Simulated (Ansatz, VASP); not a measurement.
# Cross-check of WC (Qusongite) between VASP and Ansatz, part 2 of 2

Aim: how closely do two programs agree when they are given the same cell, functional and k mesh? The cell is taken from a series of runs on this material, whose earlier steps may have relaxed, scaled, displaced or heated it; both programs get it as it stands.

VASP 6.6.1 and Ansatz 0.2.0.

So far: The structure; Ansatz: zone-centre phonons, LDA.

**3. VASP: zone-centre phonons, LDA**

Level of this step: LDA; plane waves and PAW (C, W) (VASP).

The same cell, functional (in two slightly different forms), mesh and smearing now go to VASP, with its own data sets.

Lines of VASP's logs that name or quote its potential files are left out, and so is its time.

INCAR

```
SYSTEM = WC
PREC = Accurate
ENCUT = 600
EDIFF = 1E-08
NELM = 120
ISMEAR = 1
SIGMA = 0.2
LREAL = .FALSE.
ALGO = Normal
GGA = PW92
NBANDS = 11
LASPH = .TRUE.
LORBIT = 11
LWAVE = .FALSE.
LCHARG = .FALSE.
ISIF = 2
IBRION = 8
GGA_COMPAT = .FALSE.
KPAR = 2
```

POSCAR

```
WC
1.0
    2.8200883082      0.0000000000      0.0000000000
   -1.4100441541      2.4422681158      0.0000000000
    0.0000000000      0.0000000000      2.7651303344
C W
1 1
Direct
    0.6666666667      0.3333333333      0.5000000000
    0.0000000000      1.0000000000      0.0000000000
```

KPOINTS

```
Automatic mesh
0
Gamma
18 18 16
0 0 0
```

The projector-augmented-wave data sets are C and W (LDA family, release 64).

Started as:

```bash
> mpirun -np 2 vasp_std
```

Numbers of over 12 decimals in the logs are rounded to 6 here.

The program printed:

```text
[banner, memory and clock lines left out]
running    2 mpi-ranks, on    1 nodes
 distrk:  each k-point on    1 cores,    2 groups
 distr:  one band on    1 cores,    1 groups

 POSCAR found type information on POSCAR C W
 POSCAR found :  2 types and       2 ions
|                                                                             |
|               ----> ADVICE to this user running VASP <----                  |
|                                                                             |
|     You enforced a specific xc type in the INCAR file but a different       |
|     [... a line on the potential file left out ...]
|     I HOPE YOU KNOW WHAT YOU ARE DOING!                                     |
|                                                                             |

 LDA part: xc-table for (Slater(with rela. corr.)+PW92), standard interpolation
 POSCAR, INCAR and KPOINTS ok, starting setup
 FFT: planning ... GRIDC
 FFT: planning ... GRID_SOFT
 FFT: planning ... GRID
 WAVECAR not read
 entering main loop
       N       E                     dE             d eps       ncg     rms          rms(c)
DAV:   1     0.257556605603E+02    0.25756E+02   -0.55903E+03  7326   0.937E+02
DAV:   2    -0.260222548374E+02   -0.51778E+02   -0.49660E+02  8651   0.209E+02
DAV:   3    -0.278662502272E+02   -0.18440E+01   -0.18299E+01  9050   0.335E+01
DAV:   4    -0.278752186474E+02   -0.89684E-02   -0.89668E-02  7982   0.276E+00
DAV:   5    -0.278752466711E+02   -0.28024E-04   -0.28023E-04  8812   0.157E-01    0.392E+01
DAV:   6    -0.248361050232E+02    0.30391E+01   -0.13019E+01  8313   0.222E+01    0.132E+01
DAV:   7    -0.247528831606E+02    0.83222E-01   -0.60282E-01  7604   0.652E+00    0.918E+00
DAV:   8    -0.247078842398E+02    0.44999E-01   -0.76929E-02  8023   0.204E+00    0.244E+00
DAV:   9    -0.247016468301E+02    0.62374E-02   -0.14908E-02  8028   0.776E-01    0.118E-01
DAV:  10    -0.247016223317E+02    0.24498E-04   -0.63027E-04  8277   0.217E-01    0.156E-01
DAV:  11    -0.247016133500E+02    0.89817E-05   -0.49695E-05  8531   0.514E-02    0.703E-03
DAV:  12    -0.247016126079E+02    0.74208E-06   -0.22939E-06  8112   0.110E-02    0.761E-03
DAV:  13    -0.247016125935E+02    0.14473E-07   -0.21532E-07  8208   0.399E-03    0.618E-04
DAV:  14    -0.247016125946E+02   -0.11742E-08   -0.36811E-09  4370   0.492E-04
   1 F= -.24701613E+02 E0= -.24701581E+02  d E =-.953019E-04
 Linear response reoptimize wavefunctions to high precision
DAV:   1    -0.247016125947E+02   -0.10891E-09   -0.10029E-09  5446   0.298E-04
DAV:   2    -0.247016125948E+02   -0.15916E-10   -0.72051E-11  3873   0.890E-05
 Linear response DOF=           4
 Linear response progress:
  Degree of freedom:   1/  4
       N       E                     dE             d eps       ncg     rms          rms(c)
RMM:   1    -0.121239437531E+00   -0.12124E+00    0.28624E-02 74710   0.210E+00
RMM:   2    -0.117426049221E+00    0.38134E-02   -0.23349E-03 50638   0.445E-01    0.240E-01
RMM:   3    -0.117627604050E+00   -0.20155E-03   -0.57961E-04 47888   0.163E-01    0.125E-01
RMM:   4    -0.118510510972E+00   -0.88291E-03   -0.41243E-04 48230   0.132E-01    0.277E-02
RMM:   5    -0.118487248243E+00    0.23263E-04   -0.53203E-06 52689   0.204E-02    0.121E-03
RMM:   6    -0.118501472444E+00   -0.14224E-04   -0.28603E-07 53049   0.252E-03    0.574E-04
RMM:   7    -0.118497935861E+00    0.35366E-05   -0.52883E-09 53070   0.398E-04    0.778E-05
RMM:   8    -0.118498185428E+00   -0.24957E-06   -0.59886E-08 55324   0.854E-05    0.414E-05
RMM:   9    -0.118498053258E+00    0.13217E-06    0.81252E-09 55447   0.223E-05    0.415E-06
RMM:  10    -0.118498036276E+00    0.16982E-07   -0.13618E-09 52144   0.716E-06    0.172E-06
RMM:  11    -0.118498031829E+00    0.44470E-08   -0.20687E-09 42181   0.518E-06    0.331E-07
 first order change of Fermi-energy   0.83165E-05
 force on displaced ion       1 direction 1 : -20.335   0.002   0.000
 Linear response progress:
  Degree of freedom:   2/  4
       N       E                     dE             d eps       ncg     rms          rms(c)
RMM:   1    -0.126228639749E+00   -0.12623E+00    0.37824E-02 26416   0.221E+00
RMM:   2    -0.122755774755E+00    0.34729E-02   -0.25277E-03 17934   0.474E-01    0.214E-01
RMM:   3    -0.122725755872E+00    0.30019E-04   -0.99801E-04 16884   0.208E-01    0.102E-01
RMM:   4    -0.123710168900E+00   -0.98441E-03   -0.65203E-04 17223   0.157E-01    0.225E-02
RMM:   5    -0.123725617860E+00   -0.15449E-04   -0.13435E-05 18423   0.269E-02    0.309E-03
RMM:   6    -0.123754251694E+00   -0.28634E-04   -0.69281E-07 18330   0.552E-03    0.524E-04
RMM:   7    -0.123753807856E+00    0.44384E-06   -0.27537E-08 18944   0.705E-04    0.123E-04
RMM:   8    -0.123753311245E+00    0.49661E-06   -0.18297E-08 19035   0.735E-05    0.327E-05
RMM:   9    -0.123753226719E+00    0.84526E-07   -0.25726E-09 19542   0.156E-05    0.948E-06
RMM:  10    -0.123753187922E+00    0.38797E-07   -0.71092E-11 19367   0.123E-05    0.651E-07
RMM:  11    -0.123753186180E+00    0.17427E-08   -0.87264E-10 16125   0.441E-06    0.412E-07
 first order change of Fermi-energy   0.20918E-03
 force on displaced ion       1 direction 3 :   0.000  -0.000 -20.007
 Linear response progress:
  Degree of freedom:   3/  4
       N       E                     dE             d eps       ncg     rms          rms(c)
RMM:   1    -0.111569844697E+00   -0.11157E+00   -0.82537E-02 65120   0.193E+00
RMM:   2    -0.108600946336E+00    0.29689E-02   -0.18509E-03 49678   0.340E-01    0.221E-01
RMM:   3    -0.107727525699E+00    0.87342E-03   -0.32333E-04 52202   0.111E-01    0.130E-01
RMM:   4    -0.107370866095E+00    0.35666E-03   -0.49048E-04 52360   0.136E-01    0.197E-02
RMM:   5    -0.107394987683E+00   -0.24122E-04    0.29763E-06 54487   0.146E-02    0.368E-03
RMM:   6    -0.107400110985E+00   -0.51233E-05   -0.13100E-07 54150   0.152E-03    0.117E-03
RMM:   7    -0.107400975072E+00   -0.86409E-06   -0.11260E-07 54811   0.685E-04    0.134E-04
RMM:   8    -0.107400309953E+00    0.66512E-06   -0.19363E-07 56517   0.136E-04    0.196E-05
RMM:   9    -0.107400315974E+00   -0.60213E-08    0.10496E-09 56449   0.284E-05    0.483E-06
 first order change of Fermi-energy  -0.62889E-04
 force on displaced ion       2 direction 1 : -20.340   0.002   0.000
 Linear response progress:
  Degree of freedom:   4/  4
       N       E                     dE             d eps       ncg     rms          rms(c)
RMM:   1    -0.117301299802E+00   -0.11730E+00   -0.88617E-02 23745   0.198E+00
RMM:   2    -0.113669102040E+00    0.36322E-02   -0.22168E-03 17552   0.390E-01    0.180E-01
RMM:   3    -0.113079364818E+00    0.58974E-03   -0.21601E-04 18374   0.102E-01    0.993E-02
RMM:   4    -0.113048993838E+00    0.30371E-04   -0.34159E-04 18284   0.124E-01    0.138E-02
RMM:   5    -0.113068262977E+00   -0.19269E-04   -0.30873E-06 19209   0.134E-02    0.436E-03
RMM:   6    -0.113080782576E+00   -0.12520E-04    0.65924E-08 19088   0.157E-03    0.130E-03
RMM:   7    -0.113083539668E+00   -0.27571E-05    0.11571E-08 19100   0.685E-04    0.172E-04
RMM:   8    -0.113083389006E+00    0.15066E-06   -0.68721E-09 19746   0.819E-05    0.728E-05
RMM:   9    -0.113083050438E+00    0.33857E-06    0.56989E-11 19822   0.384E-05    0.324E-06
RMM:  10    -0.113083043578E+00    0.68600E-08    0.91736E-10 19749   0.775E-06    0.163E-06
 first order change of Fermi-energy  -0.52153E-03
 force on displaced ion       2 direction 3 :  -0.000   0.000 -20.005
 Linear response finished
```

Parts of OUTCAR (step 3):

```text
ion  position               nearest neighbor table
   1  0.667  0.333  0.500-   2 2.14   2 2.14   2 2.14   2 2.14   2 2.14   2 2.14
   2  0.000  0.000  0.000-   1 2.14   1 2.14   1 2.14   1 2.14   1 2.14   1 2.14

  LATTYP: Found a hexagonal cell.
 ALAT       =     2.8200883082
 C/A-ratio  =     0.9805119671

 Subroutine GETGRP returns: Found 12 space group operations
 (whereof 12 operations were pure point group operations)

The static configuration has the point symmetry D_3h.

 Found    333 irreducible k-points:

   k-points           NKPTS =    333   k-points in BZ     NKDIM =    333   number of bands    NBANDS=     11

   dimension x,y,z NGX =    24 NGY =   24 NGZ =   24
   dimension x,y,z NGXF=    48 NGYF=   48 NGZF=   48

   ENCUT  =  600.0 eV  44.10 Ry    6.64 a.u.   5.63  5.63  5.52*2*pi/ulx,y,z

   NELECT =      10.0000    total number of electrons

 k-points in reciprocal lattice and weights: Automatic mesh
   0.00000000  0.00000000  0.00000000       0.000
   0.05555556 -0.00000000  0.00000000       0.001
   0.11111111 -0.00000000  0.00000000       0.001
   0.16666667 -0.00000000  0.00000000       0.001
   0.22222222  0.00000000  0.00000000       0.001
   0.27777778 -0.00000000  0.00000000       0.001
   0.33333333 -0.00000000  0.00000000       0.001
   0.38888889 -0.00000000  0.00000000       0.001
   0.44444444  0.00000000  0.00000000       0.001
[...]
0.33333333  0.27777778  0.50000000       0.002
   0.33333333  0.33333333  0.50000000       0.000

 average (electrostatic) potential at core
       1 -49.1105       2 -36.2259

  Total        3.6455067      3.6455067      3.7325096     -0.0000000     -0.0000000      0.0000000
  in kB      306.6880291    306.6880291    314.0073806     -0.0000000     -0.0000000      0.0000000
  external PRESSURE =     309.1278129 kB  Pullay stress =       0.0000000 kB

  energy-cutoff  :      600.00
  volume of cell :       19.04
      direct lattice vectors                 reciprocal lattice vectors
     2.820088308  0.000000000  0.000000000     0.354598825  0.204727727  0.000000000
    -1.410044154  2.442268116  0.000000000     0.000000000  0.409455454  0.000000000
     0.000000000  0.000000000  2.765130334     0.000000000  0.000000000  0.361646606

 POSITION                                       TOTAL-FORCE (eV/Angst)
 -----------------------------------------------------------------------------------
      1.41004      0.81409      1.38257         0.000000     -0.000000      0.000000
      0.00000      0.00000      0.00000        -0.000000      0.000000      0.000000
 -----------------------------------------------------------------------------------
    total drift:                               -0.000000      0.000000      0.000000

 Eigenvectors and eigenvalues of the dynamical matrix
 ----------------------------------------------------

   1 f  =   20.995864 THz   131.920907 2PiTHz  700.346654 cm-1    86.831879 meV
             X         Y         Z           dx          dy          dz
      1.410044  0.814089  1.382565     0.968846    0.000000    0.000000
      0.000000  0.000000  0.000000    -0.247665    0.000000    0.000000

   2 f  =   20.995864 THz   131.920907 2PiTHz  700.346654 cm-1    86.831879 meV
             X         Y         Z           dx          dy          dz
      1.410044  0.814089  1.382565    -0.000000    0.968846    0.000000
      0.000000  0.000000  0.000000     0.000000   -0.247665    0.000000

   3 f  =   20.825161 THz   130.848348 2PiTHz  694.652613 cm-1    86.125909 meV
             X         Y         Z           dx          dy          dz
      1.410044  0.814089  1.382565     0.000000    0.000000    0.968855
      0.000000  0.000000  0.000000     0.000000    0.000000   -0.247628

   4 f/i=    0.000202 THz     0.001269 2PiTHz    0.006734 cm-1     0.000835 meV
             X         Y         Z           dx          dy          dz
      1.410044  0.814089  1.382565     0.000000    0.000000   -0.247628
      0.000000  0.000000  0.000000     0.000000    0.000000   -0.968855

   5 f/i=    0.000601 THz     0.003777 2PiTHz    0.020054 cm-1     0.002486 meV
             X         Y         Z           dx          dy          dz
      1.410044  0.814089  1.382565     0.000000   -0.247665    0.000000
      0.000000  0.000000  0.000000     0.000000   -0.968846    0.000000

   6 f/i=    0.000601 THz     0.003777 2PiTHz    0.020054 cm-1     0.002486 meV
             X         Y         Z           dx          dy          dz
      1.410044  0.814089  1.382565    -0.247665   -0.000000    0.000000
      0.000000  0.000000  0.000000    -0.968846    0.000000    0.000000

 ELASTIC MODULI CONTR FROM IONIC RELAXATION (kBar)
 Direction    XX          YY          ZZ          XY          YZ          ZX
 --------------------------------------------------------------------------------
 XX        -318.7995    318.7995      0.0000     -0.0000      0.0000      0.0000
 YY         318.7995   -318.7995      0.0000      0.0000      0.0000      0.0000
 ZZ           0.0000      0.0000      0.0000      0.0000      0.0000      0.0000
 XY          -0.0000      0.0000      0.0000   -318.7995      0.0000      0.0000
 YZ           0.0000      0.0000      0.0000      0.0000      0.0000      0.0000
 ZX           0.0000      0.0000      0.0000      0.0000      0.0000      0.0000
 --------------------------------------------------------------------------------
```

**4. Differences**

Known differences besides the potentials themselves: the data sets hold 18 valence electrons in Ansatz (on its PAW soft_1 files) and 10 in VASP; the cutoff is 420 eV in Ansatz and 600 eV in VASP; VASP's log shows a relativistic correction to its local exchange, Ansatz's none. Total energies have different zeros and are not compared.

Compared:

```csv
quantity,Ansatz,VASP,difference
optical mode 1 (cm⁻¹),684.1,694.7,-1.52 %
optical mode 2 to 3 (cm⁻¹),691.2,700.3,-1.30 %
```

Modes are paired by rising frequency, not by their patterns, so a pair may set unlike modes beside each other; they are those without the splitting of longitudinal modes.

**5. Results**

```json
{
 "r.m.s. difference of the optical zone-centre modes, each program's sorted by frequency (zone-centre phonons, LDA)": "9.6 cm⁻¹",
 "difference in optical mode 1 (zone-centre phonons, LDA)": "-1.5 %"
}
```

In words: The r.m.s. difference of the optical zone-centre modes, each program's sorted by frequency is 9.6 cm⁻¹ (zone-centre phonons, LDA). The data sets hold unlike numbers of valence electrons (18 in Ansatz and 10 in VASP), so part of the differences comes from the potentials. Among the rows given in per cent, the largest difference of the zone-centre phonons, LDA pair is in optical mode 1, -1.5 %. How closely two codes agree says nothing of how well the functional describes the real material.

[Lines on the potential files, build, host, timing and source positions are cut from VASP's logs without a mark.]

[Logs are printed without paths, hosts, clocks, repeated set-up lines and the standing remarks that a program may print on its own settings, such as how far it seeks lower states.]

[Hosts, paths, dates, database ids (printed as entryN), source tags and the programs' standing remarks are cut or masked in the printed files.]
